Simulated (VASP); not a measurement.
Energy against volume of CaF2 (fluorite). Level of theory: r2SCAN meta-GGA, VASP's PBE PAW potentials (set 64) (plane waves; VASP). Run with 520 eV cut-off, 7×7×7 Γ-centred mesh, Gaussian smearing of 0.050 eV, potentials Ca_sv F.

```csv
V (Å³/atom),E (eV/atom)
12.705,-8.63295
13.111,-8.64543
13.516,-8.64982
13.922,-8.64718
```

Fit these four points and predict the energy of the run at 14.327 Å³/atom.

A cubic in V^(−2/3), the third-order Birch-Murnaghan form, passes through the four points with V0 = 13.56 Å³/atom and B0 = 91 GPa, and gives -8.6384 eV/atom there. The run gave -8.6388 eV/atom, -0.4 meV/atom from the fit; all five points give B0 = 90 GPa.

The compound is CaF2 in the fluorite structure. It was relaxed first.
